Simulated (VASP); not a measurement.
# SiGeH6 in VASP: further runs, part 2 of 2

VASP 6.6.1.

### Step 3. Single point, HSE06

File POSCAR:

```
SiGeH6
1.0
   13.0000000000      0.0000000000      0.0000000000
    0.0000000000     13.0000000000      0.0000000000
    0.0000000000      0.0000000000     14.0000000000
Si Ge H
1 1 6
Direct
    0.4589692300      0.5329500000      0.4300535700
    0.5394615400      0.4729269200      0.5720250000
    0.3529538500      0.5691576900      0.4514321400
    0.4532692300      0.4487269200      0.3584035700
    0.5187769200      0.6197192300      0.3888250000
    0.5463384600      0.5596500000      0.6464535700
    0.6490461500      0.4347192300      0.5507178600
    0.4780000000      0.3835115400      0.6157892900
```

File INCAR.step1:

```
SYSTEM = SiGeH6
  PREC = Accurate
  ENCUT = 520
  EDIFF = 1E-5
  ISMEAR = 0
  SIGMA = 0.01
  LREAL = .False.
  LASPH = .True.
  NELM = 100
  ALGO = Normal
  ISIF = 2
  LWAVE = .True.
  LCHARG = .False.
  GGA = PE
```

File INCAR.step2:

```
SYSTEM = SiGeH6
  PREC = Accurate
  ENCUT = 520
  EDIFF = 1E-7
  ISMEAR = 0
  SIGMA = 0.01
  LREAL = .False.
  LASPH = .True.
  NELM = 100
  ALGO = Normal
  ISIF = 2
  LWAVE = .False.
  LCHARG = .False.
  GGA = PE
  LHFCALC = .True.
  HFSCREEN = 0.2
  PRECFOCK = Fast
  ISTART = 1
```

File KPOINTS:

```
regular mesh
0
Gamma
  1 1 1
  0 0 0
```

Potentials or basis: VASP PAW PBE potentials, release 64 (Si, Ge_d, H).

Run with:

```
> cat potpaw_PBE.64/Si/POTCAR potpaw_PBE.64/Ge_d/POTCAR potpaw_PBE.64/H/POTCAR > POTCAR
> cp INCAR.step1 INCAR
> mpirun -np 1 vasp_gam > vasp.out
> cp INCAR.step2 INCAR
> mpirun -np 1 vasp_gam > vasp.out
```

OUTCAR:

```text
SYSTEM = SiGeH6
   PREC = Accurate
   ENCUT = 520
   EDIFF = 1E-7
   ISMEAR = 0
   LREAL = .False.
   LASPH = .True.
   NELM = 100
   ISIF = 2
   GGA = PE
   LHFCALC = .True.
   HFSCREEN = 0.2
   PRECFOCK = Fast
   ISTART = 1

 ion  position               nearest neighbor table
   1  0.459  0.533  0.430-   5 1.49   4 1.49   3 1.49   2 2.38
   2  0.539  0.473  0.572-   6 1.54   8 1.54   7 1.54   1 2.38
   3  0.353  0.569  0.451-   1 1.49
   4  0.453  0.449  0.358-   1 1.49
   5  0.519  0.620  0.389-   1 1.49
   6  0.546  0.560  0.646-   2 1.54
   7  0.649  0.435  0.551-   2 1.54
   8  0.478  0.384  0.616-   2 1.54

  LATTYP: Found a simple tetragonal cell.
 ALAT       =    13.0000000000
 C/A-ratio  =     1.0769230769

  Lattice vectors:

 A1 = (  13.0000000000,   0.0000000000,   0.0000000000)
 A2 = (   0.0000000000,  13.0000000000,   0.0000000000)
 A3 = (   0.0000000000,   0.0000000000,  14.0000000000)

Analysis of symmetry for initial positions (statically):
=====================================================================
 Subroutine PRICEL returns:
 Original cell was already a primitive cell.

 Routine SETGRP: Setting up the symmetry group for a
 simple tetragonal supercell.

 Subroutine GETGRP returns: Found  1 space group operations
 (whereof  1 operations were pure point group operations)
 out of a pool of 16 trial point group operations.

The static configuration has the point symmetry C_1 .

Analysis of symmetry for dynamics (positions and initial velocities):
=====================================================================
 Subroutine PRICEL returns:
 Original cell was already a primitive cell.

 Routine SETGRP: Setting up the symmetry group for a
 simple tetragonal supercell.

[... 122 lines left out ...]
   NKREDY  =     1    reduce k-point grid by
   NKREDZ  =     1    reduce k-point grid by
   AEXX    =    0.2500 exact exchange contribution
   HFSCREEN=    0.2000 screening length (either q_TF or 0.3 A-1)
   HFSCREENC=   0.2000 screening length for correlation (either q_TF or 0.3 A-1)
   ENCUTFOCK=  -1.0 apply spherical cutoff to Coloumb kernel
   IVDW    =     0    specifies the selected vdW correction
   LEPSILON=     F    determine dielectric tensor
   LRPA    =     F    only Hartree local field effects (RPA)
 non-spin polarized calculation
 Gauss-broadening in eV      SIGMA  =   0.01
  energy-cutoff  :      520.00
  volume of cell :     2366.00
 maximum number of plane-waves:     31773
 NGX is ok and might be reduce to    98
  NGX = 50; NGY = 50; NGZ = 54

 number of electron      23.9999996 magnetization

 Free energy of the ion-electron system (eV)
  ---------------------------------------------------
  ext. energy  EPLUGINS =         0.00000000
  ---------------------------------------------------
  free energy    TOTEN  =       -34.70565569 eV

  energy without entropy =      -34.70565569  energy(sigma->0) =      -34.70565569

 E-fermi :  -7.6174     XC(G=0):  -0.5935

 val. band max:       -7.6795857768   @ k =   0.0000   0.0000   0.0000
 cond. band min:      -0.4432324395   @ k =   0.0000   0.0000   0.0000
 fundamental gap:      7.2363533373
 Fermi energy:        -7.6173677096

 k-point     1 :       0.0000    0.0000    0.0000
  band No.  band energies     occupation
      1     -31.8219      2.00000
      2     -31.8219      2.00000
      3     -31.7921      2.00000
      4     -31.7460      2.00000
      5     -31.7460      2.00000
      6     -15.6976      2.00000
[... 9 lines left out ...]
     16       0.2376      0.00000
     17       0.4007      0.00000

------------------------ aborting loop because EDIFF is reached ----------------------------------------

  FORCE on cell =-STRESS in cart. coord.  units (eV):
  Direction    XX          YY          ZZ          XY          YZ          ZX
  --------------------------------------------------------------------------------------
  -------------------------------------------------------------------------------------
  Total       -0.5045299     -0.5143358     -0.4297521     -0.0206962     -0.0378588      0.0525297
  in kB       -0.3416510     -0.3482913     -0.2910139     -0.0140148     -0.0256368      0.0355714
  external PRESSURE =      -0.3269854 kB  Pullay stress =       0.0000000 kB

 VOLUME and BASIS-vectors are now :
 -----------------------------------------------------------------------------
  energy-cutoff  :      520.00
  volume of cell :     2366.00
      direct lattice vectors                 reciprocal lattice vectors
    13.000000000  0.000000000  0.000000000     0.076923077  0.000000000  0.000000000
     0.000000000 13.000000000  0.000000000     0.000000000  0.076923077  0.000000000
     0.000000000  0.000000000 14.000000000     0.000000000  0.000000000  0.071428571

 POSITION                                       TOTAL-FORCE (eV/Angst)
 -----------------------------------------------------------------------------------
      5.96660      6.92835      6.02075         0.008213     -0.008272      0.022491
      7.01300      6.14805      8.00835         0.034444     -0.028733      0.068632
      4.58840      7.39905      6.32005         0.054298     -0.019231     -0.013021
      5.89250      5.83345      5.01765         0.008663      0.035841      0.033526
      6.74410      8.05635      5.44355        -0.023037     -0.037605      0.021406
      7.10240      7.27545      9.05035        -0.013949     -0.131911     -0.109921
      8.43760      5.65135      7.71005        -0.167272      0.061972      0.048409
      6.21400      4.98565      8.62105         0.098640      0.127939     -0.071522
 -----------------------------------------------------------------------------------
    total drift:                                0.007857     -0.000950     -0.005190

  FREE ENERGIE OF THE ION-ELECTRON SYSTEM (eV)
  ---------------------------------------------------
  free  energy   TOTEN  =       -34.7056556900 eV

  energy  without entropy=      -34.7056556900  energy(sigma->0) =      -34.70565569
```

OUTCAR.step1:

```text
SYSTEM = SiGeH6
   PREC = Accurate
   ENCUT = 520
   EDIFF = 1E-5
   ISMEAR = 0
   LREAL = .False.
[... 242 lines left out ...]
      7.10240      7.27545      9.05035         0.006855     -0.012090      0.007715
      8.43760      5.65135      7.71005        -0.002583     -0.001623      0.016265
      6.21400      4.98565      8.62105         0.012626      0.002705      0.008811
 -----------------------------------------------------------------------------------
    total drift:                               -0.001810     -0.001667      0.000222

  FREE ENERGIE OF THE ION-ELECTRON SYSTEM (eV)
  ---------------------------------------------------
  free  energy   TOTEN  =       -29.6858455939 eV

  energy  without entropy=      -29.6858455939  energy(sigma->0) =      -29.68584559
```

OSZICAR.step1:

```text
N       E                     dE             d eps       ncg     rms          rms(c)
DAV:   1     0.146581016481E+03    0.14658E+03   -0.79324E+03    42   0.834E+02
DAV:   2    -0.282086250890E+01   -0.14940E+03   -0.14918E+03    52   0.179E+02
DAV:   3    -0.304213027006E+02   -0.27600E+02   -0.27588E+02    35   0.893E+01
[... 13 lines left out ...]
DAV:  17    -0.296856875424E+02   -0.20003E-03   -0.15181E-05    27   0.198E-02    0.221E-03
DAV:  18    -0.296857803067E+02   -0.92764E-04   -0.41692E-06    35   0.165E-02    0.111E-03
DAV:  19    -0.296858211335E+02   -0.40827E-04   -0.11655E-06    27   0.754E-03    0.904E-04
DAV:  20    -0.296858397933E+02   -0.18660E-04   -0.67460E-07    35   0.346E-03    0.629E-04
DAV:  21    -0.296858455939E+02   -0.58006E-05   -0.12741E-07    28   0.356E-03
   1 F= -.29685846E+02 E0= -.29685846E+02  d E =-.328122E-47
```

Run time: 15 min. Hardware: 1 thread of Intel Xeon Platinum 8488C (Sapphire Rapids), shared host; peak memory 1.7 GiB.

Results:

- Free energy: -34.7057 eV
- Largest force: 0.185 eV/Å
- Gap between the frontier levels: 7.24 eV

Forces in eV/Å, atoms in the order of the input:
```
Si   0.008 -0.008  0.022
Ge   0.034 -0.029  0.069
H    0.054 -0.019 -0.013
H    0.009  0.036  0.034
H   -0.023 -0.038  0.021
H   -0.014 -0.132 -0.110
H   -0.167  0.062  0.048
H    0.099  0.128 -0.072
```

Levels at points of the mesh, in eV from the valence-band top:
```csv
k point,band 10,band 11,band 12,band 13,band 14,band 15
"(0.00, 0.00, 0.00)",-1.12,-1.12,0.00,7.24,7.52,7.92
```

Caveat: the PAW data sets were made with another functional, which shifts forces and pressure a little.

### Step 4. Single point, SCAN+D3(BJ)

File INCAR:

```
  PREC = Accurate
  ENCUT = 520
  EDIFF = 1E-6
  ISMEAR = 0
  SIGMA = 0.01
  LREAL = F
  LASPH = T
  NELM = 60
  ALGO = Normal
  ISIF = 2
  LWAVE = F
  LCHARG = F
  METAGGA = SCAN
  LMIXTAU = T
  IVDW = 12
```

File KPOINTS:

```
Automatic mesh
0
Gamma
  1 1 1
```

File POSCAR:

```
SiGeH6
1.0
   13.0000000000      0.0000000000      0.0000000000
    0.0000000000     13.0000000000      0.0000000000
    0.0000000000      0.0000000000     14.0000000000
Si Ge H
1 1 6
Cartesian
    5.9665999900      6.9283500000      6.0207499800
    7.0130000200      6.1480499600      8.0083500000
    4.5884000500      7.3990499700      6.3200499600
    5.8924999900      5.8334499600      5.0176499800
    6.7440999600      8.0563499900      5.4435500000
    7.1023999800      7.2754500000      9.0503499800
    8.4375999500      5.6513499900      7.7100500400
    6.2140000000      4.9856500200      8.6210500600
```

Run with:

```
> cat potpaw_PBE.64/Si/POTCAR potpaw_PBE.64/Ge_d/POTCAR potpaw_PBE.64/H/POTCAR > POTCAR
> mpirun -np 1 vasp_gam > vasp.out
```

Wall time 25 min (1 thread of Intel Xeon Platinum 8488C (Sapphire Rapids), shared host); peak memory 2.2 GiB.

Results (log left out):

```yaml
Free_energy: -49.2139 eV
Largest_force: 0.267 eV/Å
Gap_between_the_frontier_levels: 6.98 eV
Dispersion_energy_per_atom: -0.004 eV
```

Forces in eV/Å, atoms in the order of the input:
```
Si   0.027 -0.023  0.072
Ge   0.029  0.003 -0.002
H    0.110 -0.042 -0.020
H    0.006  0.086  0.087
H   -0.062 -0.092  0.050
H   -0.011 -0.206 -0.165
H   -0.246  0.077  0.069
H    0.146  0.197 -0.092
```

Levels at points of the mesh, in eV from the valence-band top:
| k point | band 10 | band 11 | band 12 | band 13 | band 14 | band 15 |
| --- | --- | --- | --- | --- | --- | --- |
| (0.00, 0.00, 0.00) | -1.01 | -1.01 | 0.00 | 6.98 | 7.34 | 7.34 |

Caveat: the PAW data sets were made with another functional, which shifts forces and pressure a little.

### Step 5. Overview

```tsv
task	level	further INCAR settings	grid for exact exchange (PRECFOCK)	screening parameter	gap on the mesh (eV)	largest force (eV/Å)
electron localisation function	PBE	ALGO = Fast; EDIFF = 1e-06	-	-	6.22	0.12
single point	HSE06	ALGO = Normal; EDIFF = 1e-07	Fast	0.2 1/A	7.24	0.18
single point	SCAN+D3(BJ)	ALGO = Normal; EDIFF = 1e-06	-	-	6.98	0.27
```

Alike in all rows: potentials or basis VASP PAW PBE potentials, release 64 (Si, Ge_d, H); no spin polarisation; cell as given; k mesh 1 × 1 × 1; cutoff (eV) 520; smearing gaussian 0.01 eV.

On the cell as given the gap runs from 6.22 eV (PBE) to 7.24 eV (HSE06).

Caveats: the PAW data sets were made with another functional, which shifts forces and pressure a little (some runs).

Absolute energies hang on the potentials; compare differences alone.
